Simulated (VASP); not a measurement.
```
PbO
1.0
    3.54355     0.00000     0.00000
   -1.77177     3.06880     0.00000
    0.00000     0.00000     6.42150
Pb O
2 2
Direct
  0.00000   0.00000   0.00000
  0.00000   0.00000   0.50000
  0.33333   0.66667   0.25000
  0.66667   0.33333   0.75000
```

Method: PBEsol GGA, VASP's PBE PAW potentials (set 64) (plane waves; VASP 6.6.1). Settings: 520 eV cut-off, 9×9×5 Γ-centred mesh, first-order Methfessel-Paxton smearing of 0.10 eV, potentials Pb_d O.

Unless said otherwise, spin-orbit coupling is left out, though it shifts the bands of the heavy elements here.

### Question
What does the run give for the energy per atom (σ→0), band gap (on the k-mesh) with the smallest direct gap where there is one?

### Answer

```yaml
band gap (on the k-mesh): none (metal, semimetal or under 0.01 eV)
energy per atom (σ→0): -5.460 eV/atom
```

The absolute energy has meaning only against runs of the same code, potentials and settings.

The structure was generated: PbO was put into the NiAs type type (P6_3/mmc), which need not be its known phase. It was relaxed first, which changed the volume by +50 %. The start is the result of an earlier pass.
